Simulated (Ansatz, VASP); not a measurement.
# C: VASP beside Ansatz

Aim: how closely do two programs agree when they are given the same cell, functional and k mesh? The cell is taken from a series of VASP runs on this material, whose earlier steps may have relaxed, scaled or displaced it; both programs get it as it stands. Other levels of theory on this material are compared in a session of their own.

Program: Ansatz 0.2.0. Level of theory: plane waves, with VASP 6.6.1 beside it; band structure at PBE and dielectric response at LDA. Results are calculated unless marked as measured.

**1. Starting point**

Symmetry: Fd-3m, No. 227, cubic system. Conventional cell: a = 3.572 Å, b = 3.572 Å, c = 3.572 Å, α = 90.00°, β = 90.00°, γ = 90.00°. Nearest to C lie 4 C at 1.55 Å.

**2. Ansatz: band structure, PBE**

Ansatz runs on its default PAW (the set named soft_2) files.

Levels along a path test the potential and the projectors away from the mesh points.

Input file input.yaml:

```yaml
crystal:
  lattice:
    - [0.0, 1.785811, 1.785811]
    - [1.785811, 0.0, 1.785811]
    - [1.785811, 1.785811, 0.0]
  atoms:
    - { symbol: C, position: [0.0, 0.0, 0.0] }
    - { symbol: C, position: [0.25, 0.25, 0.25] }
hamiltonian:
  xc: pbe
  pseudopotentials: { kind: paw }
kpoints:
  mp_grid: { grid: [10, 10, 10] }
  band_path:
    path:
      - [0.0, 0.0, 0.0]
      - [0.16667, 0.0, 0.16667]
      - [0.33333, 0.0, 0.33333]
      - [0.38889, 0.0, 0.38889]
      - [0.5, 0.0, 0.5]
      - [0.5, 0.08333, 0.58333]
      - [0.5, 0.19444, 0.69444]
      - [0.5, 0.25, 0.75]
      - [0.45833, 0.29167, 0.75]
      - [0.40278, 0.34722, 0.75]
      - [0.375, 0.375, 0.75]
      - [0.20833, 0.20833, 0.41667]
      - [0.08333, 0.08333, 0.16667]
      - [0.0, 0.0, 0.0]
      - [0.22222, 0.22222, 0.22222]
      - [0.38889, 0.38889, 0.38889]
      - [0.51389, 0.47222, 0.51389]
      - [0.55556, 0.38889, 0.55556]
      - [0.61111, 0.27778, 0.61111]
      - [0.61111, 0.25, 0.63889]
      - [0.56944, 0.25, 0.68056]
      - [0.51389, 0.25, 0.73611]
      - [0.5, 0.27778, 0.72222]
      - [0.5, 0.38889, 0.61111]
      - [0.5, 0.47222, 0.52778]
      - [0.48611, 0.48611, 0.52778]
      - [0.43056, 0.43056, 0.63889]
      - [0.38889, 0.38889, 0.72222]
      - [0.59722, 0.19444, 0.59722]
      - [0.55556, 0.11111, 0.55556]
      - [0.5, 0.0, 0.5]
    npoints: 1
scf:
  occupations: { method: gaussian, width: 0.03 }
  n_extra_bands: 7
output:
  forces: true
  stress: true
  eigenvalues: true
  write_density: true
  write_potential: true
  elf: true
  volumetric_format: npy
```

The run is started by

```sh
$ ansatz run input.yaml --threads 2 --pin off --max-ram 4608MiB --backend cpu --events-out ev --progress --plain --runs-dir out
```

Numbers of over 12 decimals in the logs are rounded to 6 here.

The program printed:

```text
scf.n_extra_bands = 7 over 4 filled bands (N_el = 8.0): the run solves 11 bands
Engine: ansatz 0.2.0, aarch64-unknown-linux-gnu
Pseudopotentials: kind: paw
Pseudopotential: C, paw, valence charge 4, recommended cutoff 420 eV (normal), C.paw.azcp
Functional definition: PBE
  parameter kappa = 0.804
  parameter beta = 0.066725
  exchange = pbe_x(kappa = kappa, mu = beta*pi^2/3)
  correlation = pbe_c(beta = beta)
Crystal: 2 atoms, lattice volume = 11.390 Å³
Basis set: ecut = 420 eV, 229 PW (Γ), exchange–correlation on 36×36×36 points (8 copies of the dense FFT grid, shifted against one another)
Bands: 11, of which v1, the nominal top of the filled ones, is band 4 counted from 1 (3 counted from 0)
Symmetry: 48 space group operations
Space group: Fd-3m (ITA 227), of the structure as read, at distance tolerance 2.2e-5 Å
k-points: 47 of 1000
Non-local potential: C, projectors of the file, l = 0: 2, l = 1: 2, l = 2: 1
PAW form: soft (Blöchl's): semilocal exchange-correlation on the pseudo side does not see the compensation charge
PAW one-centre angular grid: C, 110 points (default); XC on 64 Gauss nodes
Initial density: superposition of atomic densities (neutral atoms: chi_scale 0, normalization atom), corrected by the library's trained network
Initial wavefunctions: pseudopotential atomic-orbital guess
Functional: x = pbe(κ = 0.804, μ = 0.219515), c = pbe(β = 0.066725)
SCF iter   1: F=—  HF=-501.615540 eV  |F-HF|=—  |Δ(HF+E_count)|=         —  Δρ=1.73e-3  dr2=8.84e-5  ethr=1.77e-3  ⟨swp⟩=5.3  Hψ=2940  notcnv=0  defer=9
preconditioner: auto → none  [insulator: Δε(μ)=4.179 eV  Ē_g=24.922 eV  σ=0.030 eV  W_gap=1.00  n_scr=0 (ndim 8)  ℏωp=31.1 eV  f_vac=0.000  D(μ)=0.00/eV (n_scr^D=0)  ε∞_Penn≈2.6]
SCF iter   2: F=—  HF=-501.615564 eV  |F-HF|=—  |Δ(HF+E_count)|=   2.39e-5  Δρ=9.71e-4  dr2=3.74e-5  ethr=1.10e-6  ⟨swp⟩=2.0  Hψ=1058  notcnv=0  defer=41
SCF iter   3: F=—  HF=-501.615611 eV  |F-HF|=—  |Δ(HF+E_count)|=   4.72e-5  Δρ=3.22e-4  dr2=8.39e-6  ethr=4.68e-7  ⟨swp⟩=2.0  Hψ=591  notcnv=0  defer=41
SCF iter   4: F=—  HF=-501.615609 eV  |F-HF|=—  |Δ(HF+E_count)|=   2.42e-6  Δρ=1.17e-4  dr2=1.15e-6  ethr=1.05e-7  ⟨swp⟩=1.6  Hψ=498  notcnv=0  defer=41
iter 5 did not close the SCF: its close was put off for the readings that it lacked (scf_convergence_deferred on its scf_iter line)
SCF iter   5: F=-501.615609 eV  HF=-501.615609 eV  |F-HF|=1.53e-9  |Δ(HF+E_count)|=   4.29e-7  Δρ=7.24e-6  dr2=5.10e-9  ethr=1.44e-8  ⟨swp⟩=2.0  Hψ=591  notcnv=0  defer=41
SCF iter   6: F=-501.615609 eV  HF=-501.615609 eV  |F-HF|=2.96e-10  |Δ(HF+E_count)|=  7.83e-10  Δρ=2.84e-6  dr2=7.57e-10  ethr=6.38e-11  ⟨swp⟩=7.1  Hψ=2636  notcnv=0
SCF 1 converged in 6 iterations: F = -501.615609 eV  dr2 = 7.57e-10
  greatest PAW one-centre occupation: 0.643 electrons in one spin orbital (limit 2), on the C atom at site 1 (counted from 0), in its partial waves of l = 0
NSCF: frozen V_eff on 31 k-points
SCF converged after 6 iterations
Free energy (F): -501.615609 eV
Harris-Foulkes:  -501.615609 eV  (|F-HF|=2.96e-10)
Internal energy: -501.615609 eV  (E = F + TS)
E sigma→0 (E₀):  -501.615609 eV
Fermi energy:    15.327230 eV
--- Per-component energies (eV) ---
  E_band       = 34.317441
  E_kinetic    = 184.254472
  E_local      = -122.699640  (includes V_loc(G=0)·N_el)
  E_nonlocal   = 53.265936
  E_hartree    = 26.826090
  E_xc         = -97.358082
  E_vxc        = -120.860768  (∫ρ·V_xc dr)
  E_paw        = -198.418663  (= ΣΔE_a)
  E_vpaw       = -13.295008  (= ΣTr[D̂ρ^β])
  E_aug_tail   = 0.000018  (compensation charges beyond the density's cutoff)
  E_ewald      = -347.485740
  E_smearing   = -0.000000  (= −TS)
  E_closure    = 0.000000  (closes the sum)
  Σ components = -501.615609   (vs F -501.615609, Δ=0.00e0)
--- Forces (eV/Å), atoms counted from 1 ---
  atom   1  C     -0.00000000     0.00000000     0.00000000
  atom   2  C      0.00000000     0.00000000     0.00000000
  max |Σ_I F_I| component: 9.25e-17 eV/Å
--- Stress (GPa, compression-positive) ---
       -0.027215      -0.000000       0.000000
       -0.000000      -0.027215      -0.000000
        0.000000       0.000000      -0.027215
  P = ⅓ Tr σ = -0.0272 GPa (-0.272 kbar)
--- Band table (eV; the first three rows and the last of 47) ---
  k-point 0: bands = [-8.1814, 13.2428, 13.2428, 13.2428, 18.8252, 18.8252, 18.8252, 26.4273, ... 3 higher]
  k-point 1: bands = [-7.9054, 11.5708, 12.7977, 12.7977, 19.4090, 19.4090, 19.7615, 26.6711, ... 3 higher]
  k-point 2: bands = [-7.0828, 8.3743, 11.9220, 11.9220, 20.5345, 20.5345, 20.9483, 27.3505, ... 3 higher]
  k-point 46: bands = [1.1887, 1.1887, 5.1491, 5.1491, 22.5980, 22.5980, 26.6739, 26.6739, ... 3 higher]
```

Elapsed: 0.49 s, on 2 threads of Arm Neoverse V1, shared host; peak memory 0.24 GiB.

In the SCF lines HF is the Harris–Foulkes energy and dr2 the Hartree energy of the density residual, in eV; the loop may stop once dr2 is under the threshold and the program's other checks hold. Hψ counts applications of the Hamiltonian.

**3. VASP: band structure, PBE**

The same cell, functional, mesh and smearing now go to VASP, with its own data sets and cutoff.

Lines of VASP's logs that name or quote its potential files are left out, and so is its time.

Input file INCAR:

```
SYSTEM = C
PREC = Accurate
ENCUT = 460
EDIFF = 1E-06
NELM = 100
ISMEAR = 0
SIGMA = 0.03
LREAL = .FALSE.
ALGO = Normal
GGA = PE
NBANDS = 16
LORBIT = 11
LWAVE = .FALSE.
LCHARG = .FALSE.
KPAR = 4
LASPH = .TRUE.
```

Input file POSCAR:

```
C
1.0
    0.0000000000      1.7858110000      1.7858110000
    1.7858110000      0.0000000000      1.7858110000
    1.7858110000      1.7858110000      0.0000000000
C
2
Direct
    0.0000000000      0.0000000000      0.0000000000
    0.2500000000      0.2500000000      0.2500000000
```

Input file KPOINTS:

```
Automatic mesh
0
Gamma
10 10 10
0 0 0
```

Input file KPOINTS_OPT:

```
Line mode
10
Line-mode
Reciprocal
  0.00000000   0.00000000   0.00000000 GAMMA
  0.50000000   0.00000000   0.50000000 X

  0.50000000   0.00000000   0.50000000 X
  0.50000000   0.25000000   0.75000000 W

  0.50000000   0.25000000   0.75000000 W
  0.37500000   0.37500000   0.75000000 K

  0.37500000   0.37500000   0.75000000 K
  0.00000000   0.00000000   0.00000000 GAMMA

  0.00000000   0.00000000   0.00000000 GAMMA
  0.50000000   0.50000000   0.50000000 L

  0.50000000   0.50000000   0.50000000 L
  0.62500000   0.25000000   0.62500000 U

  0.62500000   0.25000000   0.62500000 U
  0.50000000   0.25000000   0.75000000 W

  0.50000000   0.25000000   0.75000000 W
  0.50000000   0.50000000   0.50000000 L

  0.50000000   0.50000000   0.50000000 L
  0.37500000   0.37500000   0.75000000 K

  0.62500000   0.25000000   0.62500000 U
  0.50000000   0.00000000   0.50000000 X
```

PAW data sets: C (PBE family, release 64).

The run is started by

```sh
$ mpirun -np 4 vasp_std
```

The program printed:

```text
[banner, memory and clock lines left out]
running    4 mpi-ranks, on    1 nodes
 distrk:  each k-point on    1 cores,    4 groups
 distr:  one band on    1 cores,    1 groups

 POSCAR found type information on POSCAR C
 POSCAR found :  1 types and       2 ions
 LDA part: xc-table for (Slater+PW92), standard interpolation
 POSCAR, INCAR and KPOINTS ok, starting setup
 FFT: planning ... GRIDC
 FFT: planning ... GRID_SOFT
 FFT: planning ... GRID
 WAVECAR not read
 entering main loop
       N       E                     dE             d eps       ncg     rms          rms(c)
DAV:   1     0.838683390147E+00    0.83868E+00   -0.41139E+03  1552   0.444E+02
DAV:   2    -0.185575916997E+02   -0.19396E+02   -0.18773E+02  2000   0.102E+02
DAV:   3    -0.188184371386E+02   -0.26085E+00   -0.26077E+00  1680   0.886E+00
DAV:   4    -0.188186100290E+02   -0.17289E-03   -0.17289E-03  2008   0.297E-01
DAV:   5    -0.188186101621E+02   -0.13309E-06   -0.13309E-06  1696   0.683E-03    0.556E+00
DAV:   6    -0.183460152403E+02    0.47259E+00   -0.16686E-01  1624   0.239E+00    0.333E+00
DAV:   7    -0.181868146074E+02    0.15920E+00   -0.21989E-01  1672   0.274E+00    0.781E-01
DAV:   8    -0.181886906813E+02   -0.18761E-02   -0.85891E-03  1704   0.532E-01    0.661E-02
DAV:   9    -0.181887073611E+02   -0.16680E-04   -0.30631E-05  1968   0.334E-02    0.239E-02
DAV:  10    -0.181887325833E+02   -0.25222E-04   -0.16702E-05  1768   0.257E-02    0.407E-03
DAV:  11    -0.181887324435E+02    0.13982E-06   -0.14088E-07  1464   0.253E-03
   1 F= -.18188732E+02 E0= -.18188732E+02  d E =-.688960E-47
 Start KPOINTS_OPT (optional k-point list driver)
k-point batch [1-47\100]
       N       E                     dE             ncg
DAV:   1     0.137266838449E+04   -0.12479E+05     1520
DAV:   2     0.449194122909E+03   -0.92347E+03     2016
DAV:   3     0.434559879384E+03   -0.14634E+02     1712
DAV:   4     0.434549471817E+03   -0.10408E-01     2016
DAV:   5     0.434549463816E+03   -0.80018E-05     1704
DAV:   6     0.434549463807E+03   -0.82969E-08     1600
[...]
k-point batch [95-100\100]
       N       E                     dE             ncg
DAV:   1     0.178700299640E+05   -0.27668E+04      208
DAV:   2     0.177481070298E+05   -0.12192E+03      256
DAV:   3     0.177467804309E+05   -0.13266E+01      208
DAV:   4     0.177467796685E+05   -0.76241E-03      272
DAV:   5     0.177467796679E+05   -0.52278E-06      208
```

Parts of OUTCAR (step 3):

```text
ion  position               nearest neighbor table
   1  0.000  0.000  0.000-   2 1.55   2 1.55   2 1.55   2 1.55
   2  0.250  0.250  0.250-   1 1.55   1 1.55   1 1.55   1 1.55

  LATTYP: Found a face centered cubic cell.
 ALAT       =     3.5716220000

 Subroutine GETGRP returns: Found 48 space group operations
 (whereof 24 operations were pure point group operations)

The static configuration has the point symmetry T_d .
 The point group associated with its full space group is O_h .

 Found     47 irreducible k-points:

   k-points           NKPTS =     47   k-points in BZ     NKDIM =     47   number of bands    NBANDS=     16

   dimension x,y,z NGX =    18 NGY =   18 NGZ =   18
   dimension x,y,z NGXF=    36 NGYF=   36 NGZF=   36

   ENCUT  =  460.0 eV  33.81 Ry    5.81 a.u.   4.42  4.42  4.42*2*pi/ulx,y,z

   NELECT =       8.0000    total number of electrons

 k-points in reciprocal lattice and weights: Automatic mesh
   0.00000000  0.00000000  0.00000000       0.001
   0.10000000  0.00000000  0.00000000       0.008
   0.20000000  0.00000000  0.00000000       0.008
   0.30000000  0.00000000  0.00000000       0.008
   0.40000000  0.00000000  0.00000000       0.008
   0.50000000  0.00000000  0.00000000       0.004
   0.10000000  0.10000000  0.00000000       0.006
   0.20000000  0.10000000  0.00000000       0.024
   0.30000000  0.10000000  0.00000000       0.024
[...]
-0.30000000  0.40000000  0.20000000       0.024
  -0.30000000  0.50000000  0.20000000       0.012

 average (electrostatic) potential at core
       1 -45.4439       2 -45.4439

 E-fermi :   9.9683

 k-point     1 :       0.0000    0.0000    0.0000
  band No.  band energies     occupation
      1     -11.7512      2.00000
      2       9.6702      2.00000
      3       9.6702      2.00000
      4       9.6702      2.00000
      5      15.2541      0.00000
      6      15.2541      0.00000
      7      15.2541      0.00000
      8      22.9079      0.00000
      9      28.9132      0.00000
    ...

 k-point     2 :       0.1000    0.0000    0.0000
  band No.  band energies     occupation
      1     -11.4753      2.00000
      2       8.0005      2.00000
      3       9.2261      2.00000
      4       9.2261      2.00000
      5      15.8370      0.00000
      6      15.8370      0.00000
      7      16.1883      0.00000
      8      23.1498      0.00000
      9      29.3590      0.00000
    ...

 k-point     3 :       0.2000    0.0000    0.0000
  band No.  band energies     occupation
      1     -10.6523      2.00000
      2       4.8044      2.00000
      3       8.3537      2.00000
      4       8.3537      2.00000
      5      16.9613      0.00000
      6      16.9613      0.00000
      7      17.3823      0.00000
      8      23.8249      0.00000
      9      30.1248      0.00000
    ...

  Total        0.0179294      0.0179294      0.0179294      0.0000000      0.0000000      0.0000000
  in kB        2.5219640      2.5219640      2.5219640      0.0000000      0.0000000      0.0000000
  external PRESSURE =       2.5219640 kB  Pullay stress =       0.0000000 kB

  energy-cutoff  :      460.00
  volume of cell :       11.39
      direct lattice vectors                 reciprocal lattice vectors
     0.000000000  1.785811000  1.785811000    -0.279984836  0.279984836  0.279984836
     1.785811000  0.000000000  1.785811000     0.279984836 -0.279984836  0.279984836
     1.785811000  1.785811000  0.000000000     0.279984836  0.279984836 -0.279984836

 POSITION                                       TOTAL-FORCE (eV/Angst)
 -----------------------------------------------------------------------------------
      0.00000      0.00000      0.00000         0.000000      0.000000      0.000000
      0.89291      0.89291      0.89291        -0.000000     -0.000000     -0.000000
 -----------------------------------------------------------------------------------
    total drift:                                0.000000      0.000000     -0.000000

  FREE ENERGIE OF THE ION-ELECTRON SYSTEM (eV)
  ---------------------------------------------------
  free  energy   TOTEN  =       -18.1887324435 eV

  energy  without entropy=      -18.1887324435  energy(sigma->0) =      -18.18873244

 total charge
# of ion       s       p       d       tot
------------------------------------------
    1        0.830   1.744   0.000   2.574
    2        0.830   1.744   0.000   2.574
--------------------------------------------------
tot          1.660   3.488   0.000   5.148

[... 3 further parts left out ...]
```

The run ends at a pressure of 0.25 GPa.

**4. Side by side**

Known differences besides the potentials themselves: the cutoff is 420 eV in Ansatz and 460 eV in VASP. Total energies have different zeros and are not compared.

Both answers:

| quantity | Ansatz | VASP | difference |
| --- | --- | --- | --- |
| pressure (GPa) | -0.03 | 0.25 | -0.28 |
| pressure without Ansatz's Pulay correction (GPa) | -1.06 | 0.25 | -1.31 |
| gap over the path points (eV) | 4.147 | 4.140 | +0.007 |

Levels at points of the path, from each program's valence-band top (eV; 3 filled, then empty):

| k (reciprocal lattice) | Ansatz | VASP |
| --- | --- | --- |
| 0.000 0.000 0.000 | 0.00 0.00 0.00 5.58 5.58 5.58 | 0.00 0.00 0.00 5.58 5.58 5.58 |
| 0.167 0.000 0.167 | -2.56 -2.56 -2.24 4.92 9.00 9.00 | -2.56 -2.56 -2.24 4.92 9.00 9.00 |
| 0.333 0.000 0.333 | -7.17 -5.30 -5.30 4.15 7.73 13.99 | -7.17 -5.29 -5.29 4.14 7.73 14.01 |
| 0.389 0.000 0.389 | -9.04 -5.84 -5.84 4.15 6.43 15.38 | -9.04 -5.83 -5.83 4.14 6.42 15.40 |
| 0.500 0.000 0.500 | -12.74 -6.28 -6.28 4.76 4.76 16.73 | -12.73 -6.27 -6.27 4.75 4.75 16.76 |
| 0.500 0.083 0.583 | -12.58 -6.80 -6.80 5.76 5.76 16.21 | -12.58 -6.79 -6.79 5.75 5.75 16.24 |
| 0.500 0.194 0.694 | -12.07 -8.05 -8.05 9.16 9.16 13.61 | -12.07 -8.04 -8.04 9.17 9.17 13.62 |
| 0.500 0.250 0.750 | -11.96 -8.29 -8.29 10.60 10.60 12.25 | -11.95 -8.29 -8.29 10.61 10.61 12.27 |
| 0.458 0.292 0.750 | -11.64 -8.83 -7.24 8.58 10.83 12.90 | -11.64 -8.83 -7.24 8.58 10.83 12.92 |
| 0.403 0.347 0.750 | -11.69 -9.23 -5.63 6.06 10.73 14.09 | -11.69 -9.23 -5.62 6.06 10.74 14.11 |

Among the levels compared at these points, filled levels agree within 9 meV and empty ones within 32 meV. Ansatz's pressure holds a Pulay correction of 1.03 GPa; VASP's holds none.

[end of part 1 of 2]

[Lines on the potential files, build, host, timing and source positions are cut from VASP's logs without a mark.]

[Logs are printed without paths, hosts, clocks, repeated set-up lines and the standing remarks that a program may print on its own settings, such as how far it seeks lower states.]

[Hosts, paths, dates, database ids (printed as entryN), source tags and the programs' standing remarks are cut or masked in the printed files.]
